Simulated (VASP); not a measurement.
These are LDA (Ceperley-Alder, Perdew-Zunger), VASP's LDA PAW potentials (set 64) (plane waves; VASP) values and carry that method's errors.

A VASP calculation is set up with these files.

### KPOINTS
```
Automatic mesh
0
Gamma
11 11 6
0 0 0
```

### POSCAR
```
SiC
1
    3.0580584426     0.0000000000     0.0000000000
   -1.5290292213     2.6483565548     0.0000000000
    0.0000000000     0.0000000000     5.0199070266
Si C
2 2
Direct
  0.3333330000   0.6666670000   0.4995705109
  0.6666670000   0.3333330000   0.9995705109
  0.3333330000   0.6666670000   0.8754294891
  0.6666670000   0.3333330000   0.3754294891
```

### INCAR
```
SYSTEM=SiC
PREC=Accurate; ENCUT=520; LREAL=.FALSE.
LASPH=.TRUE.; NBANDS=36
EDIFF=1E-7; NELM=100; ALGO=Normal
ISMEAR=0; SIGMA=0.01
LWAVE=.FALSE.; LCHARG=.FALSE.; NEDOS=1001
LOPTICS=.TRUE.; CSHIFT=0.1
```

POTCAR, in this order: Si C (LDA.64 set). Program: vasp_std.

What VASP printed:

### OUTCAR
```
 ion  position               nearest neighbor table
   1  0.333  0.667  0.500-   4 1.87   4 1.87   4 1.87   3 1.89   2 3.07   2 3.07   2 3.07   2 3.07
                             2 3.07   2 3.07
   2  0.667  0.333  1.000-   3 1.87   3 1.87   3 1.87   4 1.89   1 3.07   1 3.07   1 3.07   1 3.07
                             1 3.07   1 3.07
   3  0.333  0.667  0.875-   2 1.87   2 1.87   2 1.87   1 1.89
   4  0.667  0.333  0.375-   1 1.87   1 1.87   1 1.87   2 1.89
  LATTYP: Found a hexagonal cell.
 ALAT       =     3.0580584426
 C/A-ratio  =     1.6415340389
 Subroutine PRICEL returns:
 Original cell was already a primitive cell.
 Subroutine GETGRP returns: Found 12 space group operations
The static configuration has the point symmetry C_3v.
 The point group associated with its full space group is C_6v.
The dynamic configuration has the point symmetry C_3v.
 Subroutine INISYM returns: Found 12 space group operations
 Subroutine IBZKPT returns following result:
 Found     64 irreducible k-points:

 Following reciprocal coordinates:
            Coordinates               Weight
  0.000000  0.000000  0.000000      1.000000
  0.090909  0.000000  0.000000      6.000000
  0.181818  0.000000  0.000000      6.000000
  0.272727  0.000000  0.000000      6.000000
  0.363636  0.000000  0.000000      6.000000
  0.454545  0.000000  0.000000      6.000000
  0.090909  0.090909  0.000000      6.000000
  0.181818  0.090909  0.000000     12.000000
  0.272727  0.090909  0.000000     12.000000
  0.363636  0.090909  0.000000     12.000000
  0.454545  0.090909  0.000000      6.000000
  0.181818  0.181818  0.000000      6.000000
  0.272727  0.181818  0.000000     12.000000
  0.363636  0.181818  0.000000     12.000000
  0.272727  0.272727  0.000000      6.000000
  0.363636  0.272727  0.000000      6.000000
  0.000000  0.000000  0.166667      2.000000
  0.090909  0.000000  0.166667     12.000000
  0.181818  0.000000  0.166667     12.000000
  0.272727  0.000000  0.166667     12.000000
  0.363636  0.000000  0.166667     12.000000
  0.454545  0.000000  0.166667     12.000000
  0.090909  0.090909  0.166667     12.000000
  0.181818  0.090909  0.166667     24.000000
  0.272727  0.090909  0.166667     24.000000
  0.363636  0.090909  0.166667     24.000000
  0.454545  0.090909  0.166667     12.000000
  0.181818  0.181818  0.166667     12.000000
  0.272727  0.181818  0.166667     24.000000
  0.363636  0.181818  0.166667     24.000000
  0.272727  0.272727  0.166667     12.000000
  0.363636  0.272727  0.166667     12.000000
  0.000000  0.000000  0.333333      2.000000
  0.090909  0.000000  0.333333     12.000000
  0.181818  0.000000  0.333333     12.000000
  0.272727  0.000000  0.333333     12.000000
  0.363636  0.000000  0.333333     12.000000
  0.454545  0.000000  0.333333     12.000000
  0.090909  0.090909  0.333333     12.000000
  0.181818  0.090909  0.333333     24.000000
   k-points           NKPTS =     64   k-points in BZ     NKDIM =     64   number of bands    NBANDS=     36
   number of dos      NEDOS =   1001   number of ions     NIONS =      4
   total plane-waves  NPLWV =  23040
   dimension x,y,z NGX =    24 NGY =   24 NGZ =   40
   dimension x,y,z NGXF=    48 NGYF=   48 NGZF=   80
   ions per type =               2   2
   PREC   = accura    normal or accurate (medium, high low for compatibility)
   ISTART =      0    job   : 0-new  1-cont  2-samecut
   ICHARG =      2    charge: 1-file 2-atom 10-const
   ISPIN  =      1    spin polarized calculation?
   LNONCOLLINEAR =      F non collinear calculations
   LSORBIT =      F    spin-orbit coupling
   INIWAV =      1    electr: 0-lowe 1-rand  2-diag
...
```

**OSZICAR**
```
       N       E                     dE             d eps       ncg     rms          rms(c)
DAV:   1     0.213776378775E+02    0.21378E+02   -0.59780E+03  4608   0.399E+02
DAV:   2    -0.358065088032E+02   -0.57184E+02   -0.53989E+02  5600   0.105E+02
DAV:   3    -0.374648920879E+02   -0.16584E+01   -0.16372E+01  5696   0.140E+01
DAV:   4    -0.374706952797E+02   -0.58032E-02   -0.58023E-02  5504   0.970E-01
DAV:   5    -0.374707130522E+02   -0.17773E-04   -0.17772E-04  5492   0.544E-02    0.131E+01
DAV:   6    -0.334491754836E+02    0.40215E+01   -0.84119E-01  5152   0.733E+00    0.533E+00
DAV:   7    -0.333196317781E+02    0.12954E+00   -0.71864E-01  5712   0.291E+00    0.270E+00
DAV:   8    -0.332778662888E+02    0.41765E-01   -0.19932E-02  5364   0.646E-01    0.299E-01
DAV:   9    -0.332759972357E+02    0.18691E-02   -0.15551E-03  5328   0.215E-01    0.123E-01
DAV:  10    -0.332760088187E+02   -0.11583E-04   -0.24542E-04  5352   0.503E-02    0.596E-02
DAV:  11    -0.332760070521E+02    0.17666E-05   -0.48558E-06  5484   0.839E-03    0.265E-02
DAV:  12    -0.332760067669E+02    0.28517E-06   -0.86270E-07  5176   0.356E-03    0.367E-03
DAV:  13    -0.332760066227E+02    0.14426E-06   -0.77739E-08  5108   0.162E-03    0.118E-03
DAV:  14    -0.332760066286E+02   -0.59408E-08   -0.21397E-08  2896   0.499E-04
   1 F= -.33276007E+02 E0= -.33276007E+02  d E =-.266359E-21
 imaginary and real dielectric function
```

**OUTCAR**
```
------------------------ aborting loop because EDIFF is reached ----------------------------------------
  FORCE on cell =-STRESS in cart. coord.  units (eV):
  Direction    XX          YY          ZZ          XY          YZ          ZX
  --------------------------------------------------------------------------------------
  Total        0.0058869      0.0058869     -0.0291404      0.0000000      0.0000000      0.0000000
  in kB        0.2319957      0.2319957     -1.1483883      0.0000000      0.0000000      0.0000000
  external PRESSURE =      -0.2281323 kB  Pullay stress =       0.0000000 kB
  volume of cell :       40.66
      direct lattice vectors                 reciprocal lattice vectors
     3.058058443  0.000000000  0.000000000     0.327004869  0.188796331  0.000000000
    -1.529029221  2.648356555  0.000000000     0.000000000  0.377592661  0.000000000
     0.000000000  0.000000000  5.019907027     0.000000000  0.000000000  0.199206877
  FREE ENERGIE OF THE ION-ELECTRON SYSTEM (eV)
  ---------------------------------------------------
  free  energy   TOTEN  =       -33.2760066286 eV

  energy  without entropy=      -33.2760066286  energy(sigma->0) =      -33.27600663

 plasma frequency squared (from intraband transitions) (eV^2)
  --------------------------------------------------------------------------------------
       0.000      -0.000       0.000
      -0.000       0.000       0.000
      -0.000       0.000       0.000

 plasma frequency squared (from interband transitions, int dw w eps(2)(w)) (eV^2)
  --------------------------------------------------------------------------------------
     467.316       0.000       0.000       0.000       0.000       0.000
       0.000      -0.000     467.317       0.000      -0.000      -0.000
       0.000      -0.000      -0.000       0.000     467.066       0.000
```
(Selected blocks of OUTCAR.)

The structure comes from a computed database's SiC entry (P6_3mc); how it stands against other phases isn't given here. It was relaxed first.
